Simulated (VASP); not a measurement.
# Li2HfGaF8: single point with r2SCAN

The system is Li2HfGaF8.

```xyz
12
Lattice="0.0000 5.0380 0.0000 5.0380 0.0000 0.0000 2.5190 2.5190 -5.2068" Properties=species:S:1:pos:R:3 pbc="T T T"
Li    2.5190    2.5190    0.0000
Li    2.5190    5.0380   -2.6034
Ga    0.0000    0.0000    0.0000
F     3.9899    3.3456   -0.8955
F     5.8646    3.5671   -4.3113
F     1.0481    1.6924   -0.8955
F     4.2114    6.5089   -4.3113
F     3.9054    0.9787   -1.8515
F     3.4977    3.6516   -3.3553
F     1.1326    4.0593   -1.8515
F     6.5783    6.4244   -3.3553
Hf    5.0380    2.5190   -2.6034
```

The cell was built by a generator and needn't be a form met in nature.

| Property | Result |
| --- | --- |
| Program | VASP 6.6.1 |
| Task | single point |
| Functional | r2SCAN |
| Potentials or basis | VASP PAW PBE potentials, release 64 (Li_sv, Ga_d, F, Hf_pv) |
| Cutoff | 520 eV |
| k mesh | 4 × 4 × 4 |
| Occupations | fermi-dirac, width 0.0368 eV |
| Spin | no spin polarisation |

The largest force is 0.182 eV/Å and the band gap on the k mesh is none (metal or under the smearing width).

Forces in eV/Å, atoms in the order of the input:
```
Li   0.000  0.000  0.000
Li   0.000  0.000  0.000
Ga   0.000  0.000  0.000
F    0.040 -0.071 -0.110
F   -0.071 -0.040  0.110
F   -0.040  0.071 -0.110
F    0.071  0.040  0.110
F    0.098  0.138 -0.068
F    0.138 -0.098  0.068
F   -0.098 -0.138 -0.068
F   -0.138  0.098  0.068
Hf   0.000  0.000  0.000
```

Levels at points of the mesh, in eV from the Fermi level:
```
           k point  band 38  band 39  band 40  band 41  band 42  band 43  band 44  band 45  band 46  band 47
(0.00, 0.00, 0.00)    -5.49    -5.21    -5.19    -5.19    -5.16    -0.49     2.89     4.12     4.88     4.88
(0.50, 0.00, 0.00)    -5.51    -5.45    -5.33    -5.17    -5.06     0.02     2.93     3.97     4.54     5.13
(0.50, 0.50, 0.00)    -5.65    -5.64    -5.30    -5.19    -5.03     0.15     2.87     3.67     4.95     5.06
(0.00, 0.00, 0.50)    -5.39    -5.39    -5.33    -4.99    -4.99    -0.08     3.05     3.83     4.86     4.86
```

Run time: 5 min on 1 thread of Intel(R) Xeon(R) Platinum 8488C (Sapphire Rapids), on a shared host, peak memory 0.34 GiB.

Caveat: the PAW data sets were made with another functional, which shifts forces and pressure a little; an odd number of electrons without spin polarisation forces a metal; a magnetic or distorted state may lie lower. The run has no spin-orbit coupling, so splittings on Hf are missing.
